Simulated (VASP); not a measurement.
OSZICAR of a VASP run on SrCa (space group Pm-3m):

### OSZICAR
```
       N       E                     dE             d eps       ncg     rms          rms(c)
DAV:   1     0.995211583714E+02    0.99521E+02   -0.75748E+03  1712   0.849E+02
DAV:   2     0.223374375537E+01   -0.97287E+02   -0.96440E+02  1898   0.246E+02
DAV:   3    -0.383896301245E+01   -0.60727E+01   -0.60478E+01  3070   0.445E+01
DAV:   4    -0.394971843445E+01   -0.11076E+00   -0.11051E+00  2018   0.541E+00
DAV:   5    -0.395252141930E+01   -0.28030E-02   -0.28025E-02  2400   0.631E-01    0.132E+01
DAV:   6    -0.394528245196E+01    0.72390E-02   -0.20306E-02  2042   0.141E+00    0.761E+00
DAV:   7    -0.394306661042E+01    0.22158E-02   -0.23689E-02  2042   0.162E+00    0.267E-01
DAV:   8    -0.394286808925E+01    0.19852E-03   -0.26241E-03  2808   0.376E-01    0.817E-02
DAV:   9    -0.394290756089E+01   -0.39472E-04   -0.15709E-04  2104   0.586E-02    0.374E-02
DAV:  10    -0.394291980870E+01   -0.12248E-04   -0.27848E-05  1994   0.479E-02    0.483E-03
DAV:  11    -0.394291873159E+01    0.10771E-05   -0.33544E-06  1964   0.135E-02    0.358E-03
DAV:  12    -0.394291871261E+01    0.18982E-07   -0.27940E-07  1036   0.345E-03
   1 F= -.39429187E+01 E0= -.39363824E+01  d E =-.130725E-01
```

Which electronic solver shows in the log?

It is blocked Davidson (ALGO = Normal, or the opening steps of other solvers). The INCAR had ALGO = Normal.

Can the final energy be trusted as converged?

The calculation finished and met its thresholds. It stopped with EDIFF = 1E-6, NELM = 100 (PBEsol GGA, plane waves, VASP's PBE PAW potentials (set 64)).

The structure was generated: SrCa was put into an ordered model structure, which need not be its known phase. The cell was not relaxed at this level. The run is one of a series of settings (GGA = PS against the base run), some of them coarse on purpose.
